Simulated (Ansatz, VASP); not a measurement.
**Cu (generalised stacking fault on (111) of Cu) in two plane-wave programs**

Wanted: the spread between two codes on one cell, functional and k mesh. The cell is taken from a series of runs on this material, whose earlier steps may have relaxed, scaled, displaced or heated it; both programs get it as it stands.

Calculated with Ansatz 0.2.0; plane waves, with VASP 6.6.1 beside it; single point at r2SCAN.

## (1) The starting structure

The cell holds 12 atoms: 12 Cu. Cell: a = 2.570 Å, b = 2.570 Å, c = 25.200 Å, α = 91.8°, β = 88.2°, γ = 120.0°. It derives from Cu. 48 atoms of Cu, stacked on (1 1 1); one fault a cell: the periodic image above is shifted rigidly by 0.890 A along the in-plane vector of length 4.452 A (<112> type); atoms relaxed along the normal alone with the MACE-MP-0b2 potential. Lattice constants are starting values near those of PBE. Folded to one surface cell (a quarter of the atoms). The structure's axis is c.

Coordinates:

```cif
data_structure
_symmetry_space_group_name_H-M 'P 1'
_symmetry_Int_Tables_number 1
_cell_length_a 2.5703
_cell_length_b 2.5703
_cell_length_c 25.1998
_cell_angle_alpha 91.753
_cell_angle_beta 88.247
_cell_angle_gamma 120.000
_cell_volume 144.09
loop_
_atom_site_label
_atom_site_type_symbol
_atom_site_fract_x
_atom_site_fract_y
_atom_site_fract_z
_atom_site_occupancy
Cu1 Cu 0.96010 0.03990 0.19951 1
Cu2 Cu 0.27690 0.72310 0.28219 1
Cu3 Cu 0.59362 0.40638 0.36521 1
Cu4 Cu 0.91030 0.08970 0.44855 1
Cu5 Cu 0.22696 0.77304 0.53188 1
Cu6 Cu 0.54362 0.45638 0.61521 1
Cu7 Cu 0.86030 0.13970 0.69854 1
Cu8 Cu 0.17696 0.82304 0.78187 1
Cu9 Cu 0.49362 0.50638 0.86520 1
Cu10 Cu 0.81030 0.18970 0.94854 1
Cu11 Cu 0.12702 0.87298 0.03155 1
Cu12 Cu 0.44382 0.55618 0.11424 1
```

## (2) Ansatz: single point, r2SCAN

Ansatz runs on its default PAW (the set named soft_2) files.

With cell and atoms fixed, the geometry can't cause a difference; cores, projectors, grids and the points listed under the comparison can.

Input file input.yaml:

```yaml
crystal:
  lattice:
    - [2.57034, 0.0, 0.0]
    - [-1.28516, 2.22598, 0.0]
    - [0.7711, -0.44519, 25.18402]
  atoms:
    - { symbol: Cu, position: [0.9601, 0.0399, 0.19951] }
    - { symbol: Cu, position: [0.2769, 0.7231, 0.28219] }
    - { symbol: Cu, position: [0.59362, 0.40638, 0.36521] }
    - { symbol: Cu, position: [0.9103, 0.0897, 0.44855] }
    - { symbol: Cu, position: [0.22696, 0.77304, 0.53188] }
    - { symbol: Cu, position: [0.54362, 0.45638, 0.61521] }
    - { symbol: Cu, position: [0.8603, 0.1397, 0.69854] }
    - { symbol: Cu, position: [0.17696, 0.82304, 0.78187] }
    - { symbol: Cu, position: [0.49362, 0.50638, 0.8652] }
    - { symbol: Cu, position: [0.8103, 0.1897, 0.94854] }
    - { symbol: Cu, position: [0.12702, 0.87298, 0.03155] }
    - { symbol: Cu, position: [0.44382, 0.55618, 0.11424] }
kpoints:
  mp_grid: { grid: [12, 12, 1] }
hamiltonian:
  xc: r2scan
scf:
  occupations: { method: fermi_dirac, width: 0.1 }
output:
  forces: true
```

The run is started by

```
$ ansatz run input.yaml --threads 11 --pin off --max-ram 102400MiB --backend cuda --events-out ev --progress --plain --runs-dir out
```

Numbers of over 12 decimals in the logs are rounded to 6 here.

Output:

```text
Warning: the atoms were moved onto the symmetric positions of the space group found under crystal.symmetry.tolerance 1.0e-5 (fractional; no operation is sought that the atoms, as they stand in a round, miss by more than twice it, and no atom is moved by as much as it), and the run uses the moved positions. Before a round's move an operation carried an atom to 2.10e-4 Å from where it should land, the largest such dist [...]
Engine: ansatz 0.2.0, x86_64-unknown-linux-gnu
Pseudopotentials: kind: paw
Pseudopotential: Cu, paw, valence charge 19, recommended cutoff 500 eV (meta_gga), Cu.paw.azcp
Functional definition: r2SCAN
  parameter k0 = 0.174
  parameter k1 = 0.065
  parameter a1 = 4.9479
  exchange = r2scan_x(k0 = k0, k1 = k1, a1 = a1)
  correlation = r2scan_c
device memory: the entry about to start is reckoned to put 9.7 GiB on a device that reports 78.6 GiB free
GPU FFT provider: cuFFT
GPU libraries: cuBLAS 13.8.2, cuFFT 12.4.0, cuSOLVER 12.3.4
Crystal: 12 atoms, lattice volume = 144.091 Å³
Basis set: ecut = 500 eV, 3697 PW (Γ), exchange–correlation on 80×80×768 points (64 copies of the dense FFT grid, shifted against one another)
Bands: 127, of which v1, the nominal top of the filled ones, is band 114 counted from 1 (113 counted from 0)
Symmetry: 4 space group operations
Space group: C2/m (ITA 12), of the structure as read, at distance tolerance 5.2e-5 Å
k-points: 43 of 144
Non-local potential: Cu, projectors of the file, l = 0: 3, l = 1: 2, l = 2: 3, l = 3: 1
PAW form: soft (Blöchl's): semilocal exchange-correlation on the pseudo side does not see the compensation charge
PAW frozen core: Cu, regenerated for the run's functional (the file was generated under x = pbe(κ = 0.804, μ = 0.219515), c = pbe(β = 0.066725))
PAW one-centre angular grid: Cu, 590 points (default); XC on 160 Gauss nodes
Initial density: superposition of atomic densities (neutral atoms: chi_scale 0, normalization atom), corrected by the library's trained network
Initial wavefunctions: pseudopotential atomic-orbital guess
GPU buffer pool allocated for 76800 grid points (all kernels)
GPU transforms: local potential and band sums: pruned to the plane-wave sphere, on 20×20×192
Functional: x = r2scan, c = r2scan; τ floored in thin density (d = 2e-4 eV/Å³)
SCF iter   1: F=—  HF=-79574.901187 eV  |F-HF|=—  |Δ(HF+E_count)|=         —  Δρ=4.00e-2  dr2=1.27e0  dr2_τ=1.06e-2  ethr=1.77e-3  ⟨swp⟩=3.8  Hψ=15760  notcnv=0  defer=58
preconditioner: auto → Kerker (q_TF=auto, 2.945 Å⁻¹)  [metal: Δε(μ)=0.030 eV  Ē_g=8.117 eV  σ=0.100 eV  W_gap=0.07  n_scr=62 (ndim 8)  ℏωp=35.5 eV  f_vac=0.000  D(μ)=4.19/eV (n_scr^D=18)]
SCF iter   2: F=—  HF=-79574.770252 eV  |F-HF|=—  |Δ(HF+E_count)|=   1.31e-1  Δρ=1.21e-2  dr2=7.79e-2  dr2_τ=1.45e-2  ethr=5.57e-4  ⟨swp⟩=2.0  Hψ=9636  notcnv=0  defer=129
SCF iter   3: F=—  HF=-79574.694162 eV  |F-HF|=—  |Δ(HF+E_count)|=   7.61e-2  Δρ=9.12e-3  dr2=8.16e-2  dr2_τ=5.15e-4  ethr=3.42e-5  ⟨swp⟩=2.0  Hψ=10664  notcnv=0  defer=129
SCF iter   4: F=—  HF=-79574.673237 eV  |F-HF|=—  |Δ(HF+E_count)|=   2.09e-2  Δρ=1.51e-3  dr2=2.94e-3  dr2_τ=1.45e-4  ethr=3.42e-5  ⟨swp⟩=1.4  Hψ=6447  notcnv=0  defer=127
SCF iter   5: F=—  HF=-79574.677448 eV  |F-HF|=—  |Δ(HF+E_count)|=   4.21e-3  Δρ=2.23e-3  dr2=7.47e-3  dr2_τ=2.88e-5  ethr=1.29e-6  ⟨swp⟩=2.0  Hψ=10256  notcnv=0  defer=127
SCF iter   6: F=—  HF=-79574.678042 eV  |F-HF|=—  |Δ(HF+E_count)|=   5.94e-4  Δρ=5.36e-4  dr2=5.58e-4  dr2_τ=2.96e-6  ethr=1.29e-6  ⟨swp⟩=2.0  Hψ=7985  notcnv=0  defer=121
SCF iter   7: F=—  HF=-79574.673709 eV  |F-HF|=—  |Δ(HF+E_count)|=   4.33e-3  Δρ=1.25e-4  dr2=4.83e-5  dr2_τ=1.67e-7  ethr=2.45e-7  ⟨swp⟩=2.3  Hψ=6986  notcnv=0  defer=121
SCF iter   8: F=—  HF=-79574.675599 eV  |F-HF|=—  |Δ(HF+E_count)|=   1.89e-3  Δρ=1.56e-4  dr2=5.14e-5  dr2_τ=1.30e-7  ethr=2.12e-8  ⟨swp⟩=2.0  Hψ=8228  notcnv=0  defer=121
SCF iter   9: F=—  HF=-79574.675596 eV  |F-HF|=—  |Δ(HF+E_count)|=   2.76e-6  Δρ=3.48e-5  dr2=2.38e-6  dr2_τ=1.24e-8  ethr=2.12e-8  ⟨swp⟩=2.2  Hψ=7624  notcnv=0  defer=121
SCF iter  10: F=—  HF=-79574.675596 eV  |F-HF|=—  |Δ(HF+E_count)|=   2.31e-7  Δρ=1.34e-5  dr2=3.95e-7  dr2_τ=1.61e-9  ethr=1.04e-9  ⟨swp⟩=2.0  Hψ=7950  notcnv=0  defer=121
SCF iter  11: F=—  HF=-79574.675596 eV  |F-HF|=—  |Δ(HF+E_count)|=   7.86e-8  Δρ=1.48e-5  dr2=2.80e-7  dr2_τ=1.10e-9  ethr=4.39e-11  ⟨swp⟩=4.0  Hψ=18137  notcnv=0
SCF iter  12: F=-79574.675596 eV  HF=-79574.675596 eV  |F-HF|=3.50e-8  |Δ(HF+E_count)|=   3.32e-8  Δρ=5.28e-6  dr2=4.11e-8  dr2_τ=2.39e-10  ethr=4.39e-11  ⟨swp⟩=2.7  Hψ=18642  notcnv=0
SCF 1 converged in 12 iterations: F = -79574.675596 eV  dr2 = 4.11e-8
  greatest PAW one-centre occupation: 1.000 electrons in one spin orbital (limit 2), on the Cu atom at site 11 (counted from 0), in its partial waves of l = 0
SCF converged after 12 iterations
Free energy (F): -79574.675596 eV
Harris-Foulkes:  -79574.675596 eV  (|F-HF|=3.50e-8)
Internal energy: -79574.535244 eV  (E = F + TS)
E sigma→0 (E₀):  -79574.605420 eV
Entropy (-TS):   -0.140353 eV (-11.696 meV/atom)
Fermi energy:    16.148582 eV
--- Per-component energies (eV) ---
  E_band       = -4705.174125
  E_kinetic    = 3593.042445
  E_local      = -49112.987275  (includes V_loc(G=0)·N_el)
  E_nonlocal   = 4750.172487
  E_hartree    = 21676.797710
  E_xc         = -1001.793509
  E_vxc        = -1490.207390  (∫ρ·V_xc dr)
  E_paw        = -20144.101758  (= ΣΔE_a)
  E_vpaw       = -5906.024059  (= ΣTr[D̂ρ^β])
  E_aug_tail   = 0.001689  (compensation charges beyond the density's cutoff)
  E_vtau       = 107.195802  (kinetic-family band-sum trace: ∫τ·v_τ [+ j·A + Jᵃ·Aᵃ] dr)
  E_ewald      = -39332.053737
  E_core_change = -3.613296  (= ΣΔE_core)
  E_smearing   = -0.140353  (= −TS)
  E_closure    = -0.000000  (closes the sum)
  Σ components = -79574.675596   (vs F -79574.675596, Δ=0.00e0)
--- Forces (eV/Å), atoms counted from 1 ---
  atom   1  Cu     0.02572599    -0.01485299    -0.01713374
  atom   2  Cu     0.00567618    -0.00327716     0.03925396
  atom   3  Cu    -0.00288737     0.00166703     0.02621465
  atom   4  Cu    -0.00094789     0.00054727    -0.00126988
  atom   5  Cu     0.00110996    -0.00064084     0.00029812
  atom   6  Cu     0.00009603    -0.00005544     0.00051545
  atom   7  Cu    -0.00009603     0.00005544    -0.00051545
  atom   8  Cu    -0.00110996     0.00064084    -0.00029812
  atom   9  Cu     0.00094789    -0.00054727     0.00126988
  atom  10  Cu     0.00288737    -0.00166703    -0.02621465
  atom  11  Cu    -0.00567618     0.00327716    -0.03925396
  atom  12  Cu    -0.02572599     0.01485299     0.01713374
  max |Σ_I F_I| component: 3.47e-18 eV/Å
```

## (3) VASP: single point, r2SCAN

The same cell, functional, mesh and smearing now go to VASP, with its own data sets.

Lines of VASP's logs that name or quote its potential files are left out, and so is its time.

Input file INCAR:

```
SYSTEM = Cu
PREC = Accurate
ENCUT = 580
EDIFF = 1E-06
NELM = 120
ISMEAR = -1
SIGMA = 0.1
LREAL = .FALSE.
ALGO = Normal
METAGGA = R2SCAN
LASPH = .TRUE.
NBANDS = 81
LORBIT = 11
LWAVE = .FALSE.
LCHARG = .FALSE.
ISIF = 2
GGA_COMPAT = .FALSE.
LMIXTAU = .TRUE.
KPAR = 2
```

Input file POSCAR:

```
Cu
1.0
    2.5703400000      0.0000000000      0.0000000000
   -1.2851600000      2.2259800000      0.0000000000
    0.7711000000     -0.4451900000     25.1840200000
Cu
12
Direct
    0.9601000000      0.0399000000      0.1995100000
    0.2769000000      0.7231000000      0.2821950000
    0.5936200000      0.4063800000      0.3652100000
    0.9103000000      0.0897000000      0.4485500000
    0.2269600000      0.7730400000      0.5318800000
    0.5436200000      0.4563800000      0.6152100000
    0.8603000000      0.1397000000      0.6985400000
    0.1769600000      0.8230400000      0.7818700000
    0.4936200000      0.5063800000      0.8652000000
    0.8103000000      0.1897000000      0.9485400000
    0.1270200000      0.8729800000      0.0315550000
    0.4438200000      0.5561800000      0.1142400000
```

Input file KPOINTS:

```
Automatic mesh
0
Gamma
12 12 1
0 0 0
```

The projector-augmented-wave data sets are Cu (PBE family, release 64).

The run is started by

```
$ mpirun -np 2 vasp_std
```

Output:

```text
[banner, memory and clock lines left out]
running    2 mpi-ranks, on    1 nodes
 distrk:  each k-point on    1 cores,    2 groups
 distr:  one band on    1 cores,    1 groups

 POSCAR found type information on POSCAR Cu
 POSCAR found :  1 types and      12 ions
|                                                                             |
|               ----> ADVICE to this user running VASP <----                  |
|                                                                             |
|     You enforced a specific xc type in the INCAR file but a different       |
|     [... a line on the potential file left out ...]
|     I HOPE YOU KNOW WHAT YOU ARE DOING!                                     |
|                                                                             |

 LDA part: xc-table for (None), standard interpolation
 POSCAR, INCAR and KPOINTS ok, starting setup
 FFT: planning ... GRIDC
 FFT: planning ... GRID_SOFT
 FFT: planning ... GRID
 WAVECAR not read
 entering main loop
       N       E                     dE             d eps       ncg     rms          rms(c)
DAV:   1     0.132639094538E+04    0.13264E+04   -0.59984E+04  6982   0.327E+03
DAV:   2     0.997087357957E+02   -0.12267E+04   -0.11855E+04  6966   0.614E+02
DAV:   3    -0.144884787881E+03   -0.24459E+03   -0.22730E+03  6982   0.296E+02
DAV:   4    -0.160298209761E+03   -0.15413E+02   -0.15017E+02  7623   0.102E+02
DAV:   5    -0.160583208955E+03   -0.28500E+00   -0.28455E+00  7964   0.160E+01    0.270E+01
DAV:   6    -0.147341019351E+03    0.13242E+02   -0.12949E+02  7788   0.146E+02    0.144E+01
DAV:   7    -0.142553698627E+03    0.47873E+01   -0.21934E+01  8092   0.909E+01    0.500E+00
DAV:   8    -0.142107862796E+03    0.44584E+00   -0.98881E+00  8980   0.654E+01    0.154E+00
DAV:   9    -0.138044757722E+03    0.40631E+01   -0.18893E+00  9012   0.204E+01    0.197E+00
DAV:  10    -0.137215698794E+03    0.82906E+00   -0.59603E-01  8049   0.144E+01    0.161E+00
DAV:  11    -0.136886080854E+03    0.32962E+00   -0.94984E-02  8196   0.415E+00    0.118E+00
DAV:  12    -0.136017503994E+03    0.86858E+00   -0.61922E-02  8003   0.373E+00    0.552E-01
DAV:  13    -0.135336946826E+03    0.68056E+00   -0.39237E-02  8027   0.300E+00    0.162E-01
DAV:  14    -0.134823109791E+03    0.51384E+00   -0.12827E-02  7865   0.153E+00    0.122E-01
[...]
DAV:  34    -0.129771831121E+03   -0.11638E-03   -0.91965E-05  8063   0.748E-02    0.491E-02
DAV:  35    -0.129771775212E+03    0.55908E-04   -0.10490E-04  8071   0.891E-02    0.273E-02
DAV:  36    -0.129771769696E+03    0.55159E-05   -0.80765E-06  8305   0.280E-02    0.182E-02
DAV:  37    -0.129771809271E+03   -0.39575E-04   -0.51084E-06  6628   0.242E-02    0.103E-02
DAV:  38    -0.129771815136E+03   -0.58643E-05   -0.43558E-06  6726   0.188E-02    0.519E-03
DAV:  39    -0.129771821344E+03   -0.62084E-05   -0.48031E-06  6362   0.130E-02    0.564E-03
DAV:  40    -0.129771822600E+03   -0.12553E-05   -0.65647E-07  3737   0.719E-03    0.409E-03
DAV:  41    -0.129771822278E+03    0.32127E-06   -0.62733E-07  3730   0.517E-03
   1 F= -.12977182E+03 E0= -.12970220E+03  d E =-.139243E+00
```

[end of part 1 of 2]

[Lines on the potential files, build, host, timing and source positions are cut from VASP's logs without a mark.]

[Logs are printed without paths, hosts, clocks, repeated set-up lines and the standing remarks that a program may print on its own settings, such as how far it seeks lower states.]

[Hosts, paths, dates, database ids (printed as entryN), source tags and the programs' standing remarks are cut or masked in the printed files.]
